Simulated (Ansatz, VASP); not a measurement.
# AsN (honeycomb AsN bilayer, AB) in two plane-wave programs

Wanted: the spread between two codes on one cell, functional and k mesh. The structure shown is the start of the Ansatz relaxation below; VASP solves that cell, so the two are compared at the walk's first step.

Calculated with Ansatz 0.2.0; plane waves, with VASP 6.6.1 beside it; single point at LDA.

## (1) The structure

The cell holds 4 atoms: 2 N and 2 As. Cell: a = 2.980 Å, b = 2.980 Å, c = 33.880 Å, α = 90.0°, β = 90.0°, γ = 120.0°. Vacuum lies along c. The height across the vacuum is the one that the program set for its solve, not the one typed.

## (2) Ansatz: relaxation, LDA

Ansatz runs on its default PAW (the set named soft_2) files.

The two programs are compared at the cell with which this relaxation starts, whose forces are those of its first step.

Input file input.yaml:

```yaml
crystal:
  lattice:
    - [2.98, 0.0, 0.0]
    - [-1.49, 2.5807557033, 0.0]
    - [0.0, 0.0, 23.04]
  atoms:
    - { symbol: "N", position: [0.6666666667, 0.3333333333, 0.390625] }
    - { symbol: As, position: [0.3333333333, 0.6666666667, 0.4327256944] }
    - { symbol: "N", position: [0.0, 0.0, 0.5672743056] }
    - { symbol: As, position: [0.6666666667, 0.3333333333, 0.609375] }
  periodic: [true, true, false]
kpoints:
  mp_grid: { grid: [12, 12, 1] }
hamiltonian:
  xc: lda
scf:
  occupations: { method: fermi_dirac, width: 0.05 }
  convergence: { dr2_threshold: 1.0e-09 }
relax:
  f_tol: 0.004
  max_steps: 90
  cell: {}
output:
  write_potential: true
  write_density: true
  volumetric_format: npy
```

Started as:

```bash
ansatz run input.yaml --threads 2 --pin off --max-ram 3072MiB --backend cpu --events-out ev --progress --plain --runs-dir out
```

Numbers of over 12 decimals in the logs are rounded to 6 here.

Output:

```text
Warning: crystal.periodic: the lattice vector that does not repeat stood 0.000° off the slab's normal, 23.040 Å along it as the deck builds it. The run solves the slab on a vector along the normal, 33.880 Å long, with every atom where it was (on the deck's vector they left 18.00 Å outside them, and the widest stretch free of ions among them is 3.10 Å). A fractional position that the run reports is one of the run's ce [...]
Warning: relax.cell: scf.convergence.dr2_threshold = 1e-9 eV is looser than the 1.76833408783e-10 eV advised for a relaxation that steers and ends on the stress (1e-10 eV for each atom of the cell: 4, times the square of relax.cell.stress_2d_tol = 0.05 N/m over 15.0 Å (the atoms' height at the walk's start and 5 Å past either face), 3.324e-2 GPa, over a crystal's default 0.05). What an SCF threshold leaves in a stress goes as its square root, and in the free energy as the threshold itself, and one threshold admits the most on a small cell: [figures from the program's tests cut] Set scf.convergence.dr2_threshold to 1.76833408783e-10 eV or tighter. [rest of the remark cut]
crystal.periodic: the lattice vector that does not repeat stood 0.000° off the slab's normal, 23.040 Å along it as the deck builds it. The run solves the slab on a vector along the normal, 33.880 Å long, with every atom where it was (on the deck's vector they left 18.00 Å outside them, and the widest stretch free of ions among them is 3.10 Å). A fractional position that the run reports is one of the run's cell, which [...]
Engine: ansatz 0.2.0, aarch64-unknown-linux-gnu
Pseudopotentials: kind: paw
Pseudopotential: N, paw, valence charge 5, recommended cutoff 420 eV (normal), N.paw.azcp
Pseudopotential: As, paw, valence charge 15, recommended cutoff 420 eV (normal), As.paw.azcp
Functional definition: SPW92
  exchange = slater_x
  correlation = pw_c
Crystal: 4 atoms, lattice volume = 260.559 Å³
Basis set: ecut = 420 eV, 4973 PW (Γ)
Bands: 24, of which v1, the nominal top of the filled ones, is band 20 counted from 1 (19 counted from 0)
Symmetry: 6 space group operations
Space group: P3m1 (ITA 156), of the structure as read, at distance tolerance 6.4e-5 Å
k-points: 19 of 144 (time reversal used)
Non-local potential: N, projectors of the file, l = 0: 2, l = 1: 2, l = 2: 1
[...]
preconditioner: auto → LDOS  [insulator: Δε(μ)=0.323 eV  Ē_g=11.049 eV  σ=0.050 eV  W_gap=0.90  n_scr=20 (ndim 8)  ℏωp=10.5 eV  f_vac=0.742  D(μ)=0.20/eV (n_scr^D=4)  ε∞_Penn≈1.9  β→1.0]
SCF iter   2: F=—  HF=-10292.562506 eV  |F-HF|=—  |Δ(HF+E_count)|=   2.81e-6  Δρ=8.76e-5  dr2=3.13e-5  ethr=5.28e-8  ⟨swp⟩=2.3  Hψ=670  notcnv=0
SCF iter   3: F=—  HF=-10292.562505 eV  |F-HF|=—  |Δ(HF+E_count)|=   1.46e-6  Δρ=1.77e-5  dr2=2.12e-6  ethr=5.28e-8  ⟨swp⟩=2.9  Hψ=708  notcnv=0
SCF iter   4: F=—  HF=-10292.562526 eV  |F-HF|=—  |Δ(HF+E_count)|=   2.12e-5  Δρ=5.56e-6  dr2=1.11e-7  ethr=5.31e-9  ⟨swp⟩=3.2  Hψ=694  notcnv=0
SCF iter   5: F=—  HF=-10292.562526 eV  |F-HF|=—  |Δ(HF+E_count)|=   4.85e-8  Δρ=8.63e-7  dr2=6.21e-9  ethr=2.77e-10  ⟨swp⟩=3.3  Hψ=864  notcnv=0
SCF iter   6: F=—  HF=-10292.562526 eV  |F-HF|=—  |Δ(HF+E_count)|=   2.01e-8  Δρ=3.42e-7  dr2=1.22e-9  ethr=2.50e-12  ⟨swp⟩=12.0  Hψ=3565  notcnv=0
SCF iter   7: F=-10292.562526 eV  HF=-10292.562526 eV  |F-HF|=7.28e-11  |Δ(HF+E_count)|=   2.76e-9  Δρ=8.80e-8  dr2=9.04e-11  ethr=2.50e-12  ⟨swp⟩=9.9  Hψ=2910  notcnv=0
SCF 7 converged in 7 iterations: F = -10292.562526 eV  dr2 = 9.04e-11
relax step   7: F+E_penalty+E_count = -10292.56252586 eV  Δ(F+E_penalty+E_count) = -1.273e-4 eV  max|allowed force component| = 9.860e-4 eV/Å  Δτ_max = 0.0007 Å  P = -0.001 N/m  Ω = 248.870 Å³  energy of the carried Pulay correction = +1.083e-4 eV  fix = [c, alpha, beta]  reactions: c -0.000 N/m  (7 SCF iters, accepted)
iter 1 solved again at ethr=2.97e-7 eV; its pass at ethr=3.10e-3 eV (dr2=1.19e-4 eV) is discarded
SCF iter   1: F=—  HF=-10292.562400 eV  |F-HF|=—  |Δ(HF+E_count)|=         —  Δρ=2.25e-6  dr2=6.02e-9  ethr=2.97e-7  ⟨swp⟩=5.8  Hψ=4928  notcnv=0
eigensolver tolerance schedule: the retry pair's looser diagonalisation over-reported the residual by 19734.39 of it (diagonalisation noise at an unbounded share of the residual, at the tolerance the schedule requests for it); recorded, not acted on — ethr = c·dr2/N_el stays at c = 1.0e-1
preconditioner: auto → LDOS  [insulator: Δε(μ)=0.320 eV  Ē_g=11.048 eV  σ=0.050 eV  W_gap=0.90  n_scr=20 (ndim 8)  ℏωp=10.5 eV  f_vac=0.742  D(μ)=0.20/eV (n_scr^D=4)  ε∞_Penn≈1.9  β→1.0]
SCF iter   2: F=—  HF=-10292.562424 eV  |F-HF|=—  |Δ(HF+E_count)|=   2.40e-5  Δρ=2.06e-6  dr2=1.64e-8  ethr=1.50e-11  ⟨swp⟩=6.4  Hψ=1933  notcnv=0
SCF iter   3: F=—  HF=-10292.562424 eV  |F-HF|=—  |Δ(HF+E_count)|=   6.37e-9  Δρ=6.61e-7  dr2=1.40e-9  ethr=1.50e-11  ⟨swp⟩=2.8  Hψ=911  notcnv=0
SCF iter   4: F=—  HF=-10292.562424 eV  |F-HF|=—  |Δ(HF+E_count)|=  2.87e-10  Δρ=5.87e-7  dr2=2.15e-9  ethr=2.50e-12  ⟨swp⟩=17.4  Hψ=4028  notcnv=0
SCF iter   5: F=-10292.562424 eV  HF=-10292.562424 eV  |F-HF|=3.82e-11  |Δ(HF+E_count)|=  2.98e-10  Δρ=1.39e-7  dr2=6.00e-11  ethr=2.50e-12  ⟨swp⟩=8.4  Hψ=2958  notcnv=0
SCF 8 converged in 5 iterations: F = -10292.562424 eV  dr2 = 6.00e-11
relax step   8: F+E_penalty+E_count = -10292.56242355 eV  Δ(F+E_penalty+E_count) = +1.023e-4 eV  max|allowed force component| = 9.859e-4 eV/Å  Δτ_max = 0.0000 Å  P = -0.003 N/m  Ω = 248.870 Å³  fix = [c, alpha, beta]  reactions: c -0.000 N/m  stress off target by 2.77e-3 N/m on what of the cell is left free  SCF on the basis re-selected at this cell (its energy is not comparable with the rows above)  (5 SCF iters)
basis re-selected at this cell: Δ(F+E_penalty+E_count) = +1.023e-4 eV, ΔP = -0.001 N/m vs the last step (what re-selecting the basis moved, of the pressure what is left beyond the Pulay correction that the steps carried, after the strain that the cell walked since its last selection, with what the two solves' SCF thresholds leave and, on support functions, any second-order correction that the steps lacked; it is no m [...]
WARN: The output density's exchange-correlation potential varies sharply where the density is thin. Do not read a vacuum level from v_tot or v_xc, or from such a field of the output density. On a cell that repeats whose density bears no net charge and no dipole along the vacuum's axis use v_es (v_loc + v_h of the components); under efield.dipole_correction with no amplitude use v_es + v_field, which holds any externa [...]
SCF converged after 5 iterations
Free energy (F): -10292.562424 eV
Harris-Foulkes:  -10292.562424 eV  (|F-HF|=3.82e-11)
Internal energy: -10292.559902 eV  (E = F + TS)
E sigma→0 (E₀):  -10292.561163 eV
Entropy (-TS):   -0.002522 eV (-0.630 meV/atom)
Fermi energy:    -5.875500 eV
--- Per-component energies (eV) ---
  E_band       = -1126.852153
  E_kinetic    = 463.870699
  E_local      = -122322.090252  (includes V_loc(G=0)·N_el)
  E_nonlocal   = -1232.116520
  E_hartree    = 60930.698459
  E_xc         = -275.353183
  E_vxc        = -309.214404  (∫ρ·V_xc dr)
  E_paw        = -3744.552756  (= ΣΔE_a)
  E_vpaw       = 411.302073  (= ΣTr[D̂ρ^β])
  E_aug_tail   = 0.000186  (compensation charges beyond the density's cutoff)
  E_ewald      = 55882.672916
  E_core_change = 4.310548  (= ΣΔE_core)
  E_smearing   = -0.002522  (= −TS)
  E_closure    = -0.000000  (closes the sum)
  Σ components = -10292.562424   (vs F -10292.562424, Δ=0.00e0)
--- Forces (eV/Å), atoms counted from 1 ---
  atom   1  N      0.00000000    -0.00000000     0.00041644
  atom   2  As     0.00000000    -0.00000000    -0.00039956
  atom   3  N      0.00000000    -0.00000000    -0.00101271
  atom   4  As     0.00000000    -0.00000000     0.00088876
  max |Σ_I F_I| component: 1.07e-4 eV/Å
--- 2D stress c σ (N/m, compression-positive) ---
       -0.002770      -0.000000      -0.000000
       -0.000000      -0.002770       0.000000
       -0.000000       0.000000      -0.000000
  P = ½ c Tr σ = -0.0028 N/m
--- Band table (eV; the first three rows and the last of 19) ---
  k-point 0: bands = [... 16 lower, -8.4201, -7.8517, -7.8517, -6.4380, -4.7621, -2.9473, -1.9645, -1.0085]
  k-point 1: bands = [... 16 lower, -8.6370, -8.2684, -8.0230, -6.2958, -4.2579, -2.4664, -1.8105, -1.4941]
  k-point 2: bands = [... 16 lower, -9.8996, -8.4495, -8.0495, -6.1392, -3.7251, -2.3918, -2.0355, -1.1736]
  k-point 18: bands = [... 16 lower, -10.1603, -8.9905, -8.5873, -7.5093, -4.9781, -3.5051, -2.2170, -0.8530]
  the weakly bound empty levels are not read free of the cell's end (no_gap_told)
--- Relaxed structure (6 steps of the walk, 6 accepted, 2 SCFs on fresh bases) ---
  F+E_penalty+E_count = -10292.56242355 eV   max|allowed force component| = 9.859e-4 eV/Å   (the final SCF, on the basis selected at the relaxed cell)
  cell:  # Å, volume = 248.8696 Å³
    - [2.912386, 0.0, 0]
    - [-1.456193, 2.522200, 0]
    - [0, 0, 33.88]
  atoms:
    - { symbol: N, position: [0.666667, 0.333333, 0.265046] }
    - { symbol: As, position: [0.333333, 0.666667, 0.292469] }
    - { symbol: N, position: [4.394632805754057e-17, 9.251858538004419e-18, 0.387482] }
    - { symbol: As, position: [0.666667, 0.333333, 0.415097] }
```

## (3) VASP: single point, LDA, start cell

The same cell, functional (in two slightly different forms), mesh and smearing now go to VASP, with its own data sets.

Lines of VASP's logs that name or quote its potential files are left out, and so is its time.

Input file INCAR:

```
SYSTEM = AsN
PREC = Accurate
ENCUT = 520
EDIFF = 1E-06
NELM = 120
ISMEAR = -1
SIGMA = 0.05
LREAL = .FALSE.
ALGO = Normal
GGA = CA
NBANDS = 16
LORBIT = 11
LWAVE = .FALSE.
LCHARG = .FALSE.
ISIF = 2
LDIPOL = .TRUE.
IDIPOL = 3
DIPOL = 0.5 0.5 0.34
LVHAR = .TRUE.
LASPH = .TRUE.
GGA_COMPAT = .FALSE.
EFERMI = MIDGAP
NELMDL = -8
```

Input file POSCAR:

```
AsN
1.0
    2.9800000000      0.0000000000      0.0000000000
   -1.4900000000      2.5807560000      0.0000000000
    0.0000000000      0.0000000000     33.8800000000
N As
2 2
Direct
    0.6666666667      0.3333333333      0.2656434475
    0.0000000000      0.0000000000      0.3857733176
    0.3333333333      0.6666666667      0.2942739079
    0.6666666667      0.3333333333      0.4144037780
```

Input file KPOINTS:

```
Automatic mesh
0
Gamma
12 12 1
0 0 0
```

Potentials, in the order of the species: N and As (LDA family, release 64).

Started as:

```bash
mpirun -np 1 vasp_std
```

Output:

```text
[banner, memory and clock lines left out]
running    1 mpi-ranks, on    1 nodes
 distrk:  each k-point on    1 cores,    1 groups
 distr:  one band on    1 cores,    1 groups

 POSCAR found type information on POSCAR N As
 POSCAR found :  2 types and       4 ions
 LDA part: xc-table for (Slater(with rela. corr.)+CA(PZ))
 , standard interpolation
 POSCAR, INCAR and KPOINTS ok, starting setup
 FFT: planning ... GRIDC
 FFT: planning ... GRID_SOFT
 FFT: planning ... GRID
 WAVECAR not read
 entering main loop
       N       E                     dE             d eps       ncg     rms          rms(c)
DAV:   1     0.161722784914E+03    0.16172E+03   -0.69860E+03   616   0.899E+02
DAV:   2    -0.309251096399E+01   -0.16482E+03   -0.15174E+03   976   0.181E+02
DAV:   3    -0.291098223387E+02   -0.26017E+02   -0.25669E+02   864   0.876E+01
DAV:   4    -0.297286239142E+02   -0.61880E+00   -0.61715E+00   824   0.159E+01
DAV:   5    -0.297362450917E+02   -0.76212E-02   -0.76139E-02   800   0.164E+00
DAV:   6    -0.297364326775E+02   -0.18759E-03   -0.18742E-03   856   0.241E-01
DAV:   7    -0.297364389448E+02   -0.62672E-05   -0.62671E-05   800   0.365E-02
DAV:   8    -0.297364391996E+02   -0.25477E-06   -0.25473E-06   712   0.672E-03    0.118E+01
DAV:   9    -0.268623506658E+02    0.28741E+01   -0.20016E+01   832   0.325E+01    0.580E+00
DAV:  10    -0.265007914099E+02    0.36156E+00   -0.61767E+00   768   0.142E+01    0.338E+00
DAV:  11    -0.263924913348E+02    0.10830E+00   -0.62043E-01   744   0.742E+00    0.121E+00
DAV:  12    -0.263845718453E+02    0.79195E-02   -0.20957E-01   864   0.294E+00    0.395E-01
DAV:  13    -0.263822223376E+02    0.23495E-02   -0.34318E-02   768   0.106E+00    0.232E-01
DAV:  14    -0.263814746306E+02    0.74771E-03   -0.42961E-03   864   0.382E-01    0.146E-01
[...]
DAV:  18    -0.263819841743E+02   -0.12157E-03   -0.23344E-05   728   0.223E-02    0.440E-03
DAV:  19    -0.263820660230E+02   -0.81849E-04   -0.15997E-05   784   0.155E-02    0.402E-03
DAV:  20    -0.263821097934E+02   -0.43770E-04   -0.71294E-06   728   0.907E-03    0.372E-03
DAV:  21    -0.263821247959E+02   -0.15003E-04   -0.38509E-06   704   0.783E-03    0.168E-03
DAV:  22    -0.263821343255E+02   -0.95296E-05   -0.85958E-07   600   0.339E-03    0.565E-04
DAV:  23    -0.263821367184E+02   -0.23929E-05   -0.93496E-08   584   0.121E-03    0.458E-04
DAV:  24    -0.263821400466E+02   -0.33282E-05   -0.20672E-07   544   0.130E-03    0.282E-04
DAV:  25    -0.263821405597E+02   -0.51314E-06   -0.14120E-08   576   0.444E-04
   1 F= -.26382141E+02 E0= -.26379786E+02  d E =-.470842E-02
```

From OUTCAR (step 3):

```text
ion  position               nearest neighbor table
   1  0.667  0.333  0.266-   3 1.98   3 1.98   3 1.98
   2  0.000  0.000  0.386-   4 1.98   4 1.98   4 1.98
   3  0.333  0.667  0.294-   1 1.98   1 1.98   1 1.98
   4  0.667  0.333  0.414-   2 1.98   2 1.98   2 1.98

  LATTYP: Found a hexagonal cell.
 ALAT       =     2.9800000000
 C/A-ratio  =    11.3691275168

 Subroutine GETGRP returns: Found  6 space group operations
 (whereof  6 operations were pure point group operations)

The static configuration has the point symmetry C_3v.

 Found     19 irreducible k-points:

   k-points           NKPTS =     19   k-points in BZ     NKDIM =     19   number of bands    NBANDS=     16

   dimension x,y,z NGX =    24 NGY =   24 NGZ =  252
   dimension x,y,z NGXF=    48 NGYF=   48 NGZF=  504

   ENCUT  =  520.0 eV  38.22 Ry    6.18 a.u.   5.54  5.54 62.99*2*pi/ulx,y,z

   NELECT =      20.0000    total number of electrons

 k-points in reciprocal lattice and weights: Automatic mesh
   0.00000000  0.00000000  0.00000000       0.007
   0.08333333  0.00000000  0.00000000       0.042
   0.16666667  0.00000000  0.00000000       0.042
   0.25000000  0.00000000  0.00000000       0.042
   0.33333333  0.00000000  0.00000000       0.042
   0.41666667  0.00000000  0.00000000       0.042
   0.50000000  0.00000000  0.00000000       0.021
   0.08333333  0.08333333  0.00000000       0.042
   0.16666667  0.08333333  0.00000000       0.083
[...]
0.33333333  0.25000000  0.00000000       0.083
   0.33333333  0.33333333  0.00000000       0.014

 dipolmoment           0.000000      0.000000     -0.144175 electrons x Angstroem

 average (electrostatic) potential at core
       1 -71.7326       2 -73.1737       3 -61.8568       4 -63.2515

 E-fermi :  -3.4589

 k-point     1 :       0.0000    0.0000    0.0000
  band No.  band energies     occupation
    ...
      6      -6.6845      2.00000
      7      -5.8909      2.00000
      8      -5.2377      2.00000
      9      -5.2377      2.00000
     10      -3.8977      1.99969
     11      -2.7645      0.00000
     12      -0.9439      0.00000
     13       0.3611      0.00000
     14       0.9900      0.00000
     15       1.0035      0.00000
    ...

 k-point     2 :       0.0833    0.0000    0.0000
  band No.  band energies     occupation
    ...
      6      -6.8438      2.00000
      7      -6.0121      2.00000
      8      -5.7360      2.00000
      9      -5.3974      2.00000
     10      -3.7630      1.99544
     11      -2.2451      0.00000
     12      -0.4725      0.00000
     13       0.4599      0.00000
     14       0.6039      0.00000
     15       1.1335      0.00000
    ...

 k-point     3 :       0.1667    0.0000    0.0000
  band No.  band energies     occupation
    ...
      6      -7.3529      2.00000
      7      -7.2409      2.00000
      8      -5.7955      2.00000
      9      -5.5555      2.00000
     10      -3.6434      1.95127
     11      -1.6764      0.00000
     12      -0.2753      0.00000
     13       0.0341      0.00000
     14       1.0617      0.00000
     15       1.4030      0.00000
    ...

  Total       -3.0403734     -3.0403741     -1.5549053      0.0000000     -0.0000000     -0.0000000
  in kB      -18.6952337    -18.6952380     -9.5611012      0.0000000     -0.0000000     -0.0000000
  external PRESSURE =     -15.6505243 kB  Pullay stress =       0.0000000 kB

  energy-cutoff  :      520.00
  volume of cell :      260.56
      direct lattice vectors                 reciprocal lattice vectors
     2.980000000  0.000000000  0.000000000     0.335570470  0.193741679  0.000000000
    -1.490000000  2.580756000  0.000000000     0.000000000  0.387483358  0.000000000
     0.000000000  0.000000000 33.880000000     0.000000000  0.000000000  0.029515939

 POSITION                                       TOTAL-FORCE (eV/Angst)
 -----------------------------------------------------------------------------------
      1.49000      0.86025      9.00000         0.000000     -0.000000      0.842692
      0.00000      0.00000     13.07000        -0.000000     -0.000000      0.649314
     -0.00000      1.72050      9.97000         0.000000      0.000000     -0.821839
      1.49000      0.86025     14.04000        -0.000000      0.000000     -0.670168
 -----------------------------------------------------------------------------------
    total drift:                               -0.000000     -0.000012     -0.000143

  FREE ENERGIE OF THE ION-ELECTRON SYSTEM (eV)
  ---------------------------------------------------
  free  energy   TOTEN  =       -26.3821405597 eV

  energy  without entropy=      -26.3774321380  energy(sigma->0) =      -26.37978635

 vacuum level on the upper side and lower side of the slab         0.724         4.115

 total charge
# of ion       s       p       d       tot
------------------------------------------
    1        1.290   2.285   0.000   3.575
    2        1.290   2.287   0.000   3.578
    3        1.283   1.327   0.117   2.728
    4        1.279   1.335   0.118   2.732
--------------------------------------------------
tot          5.142   7.235   0.235  12.613

[... 3 further parts left out ...]
```

## (4) Side by side

Known differences besides the potentials themselves: the two LDA forms differ slightly; Ansatz cuts the interaction across the vacuum, VASP repeats the sheet with a dipole correction; the data sets hold 40 valence electrons in Ansatz (on its default PAW (the set named soft_2) files) and 20 in VASP; the cutoff is 420 eV in Ansatz and 520 eV in VASP; VASP's log shows a relativistic correction to its local exchange, Ansatz's none. Total energies have different zeros and are not compared.

Forces (eV/Å; atoms numbered as in POSCAR):

| atom | Ansatz x, y, z | VASP x, y, z |
| --- | --- | --- |
| N1 | 0.000, 0.000, 0.969 | 0.000, 0.000, 0.843 |
| N2 | 0.000, 0.000, 0.777 | 0.000, 0.000, 0.649 |
| As3 | 0.000, 0.000, -0.949 | 0.000, 0.000, -0.822 |
| As4 | 0.000, 0.000, -0.798 | 0.000, 0.000, -0.670 |

The forces differ by 73 meV/Å r.m.s., which is 16.9 % of the r.m.s. force of 0.434 eV/Å (both taken over all components). With vacuum in the cell, a pressure given here is an average over mostly empty space and none of the material.

## (5) Results

```
r.m.s. force difference (single point, LDA, start cell) : 17 % of the r.m.s. force
```

What this shows: The r.m.s. force difference is 17 % of the r.m.s. force (single point, LDA, start cell), beyond the 3 % picked in this series as the mark of a large difference. The data sets hold unlike numbers of valence electrons (40 in Ansatz and 20 in VASP), so part of the differences comes from the potentials. What causes the difference of the single point, LDA, start cell pair stays open here. 1 further run of this series is not shown here. Such differences can come from data sets, numerical settings and the points named under the comparisons, not from the functional's error against experiment.

[Lines on the potential files, build, host, timing and source positions are cut from VASP's logs without a mark.]

[Logs are printed without paths, hosts, clocks, repeated set-up lines and the standing remarks that a program may print on its own settings, such as how far it seeks lower states.]

[Hosts, paths, dates, database ids (printed as entryN), source tags and the programs' standing remarks are cut or masked in the printed files.]
